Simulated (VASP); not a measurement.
Consider the following.

```
Te
1.0
    2.19580    -3.80324     0.00000
    2.19580     3.80324     0.00000
    0.00000     0.00000     6.01321
Te
3
Direct
  0.00000   0.27837   0.66667
  0.72163   0.72163   0.00000
  0.27837   0.00000   0.33333
```

These are optB86b-vdW, VASP's PBE PAW potentials (set 64) (plane waves; VASP) values and carry that method's errors. Settings: 520 eV cut-off, 7×7×4 Γ-centred mesh, tetrahedra with Blöchl corrections, potentials Te.

Task: What does the run give for the energy per atom (σ→0)?

Result: 
```yaml
energy per atom (σ→0): -1.330 eV/atom
```

Only differences to runs with the same potentials and settings are physical.

The compound is Te in the trig structure. It was relaxed first.
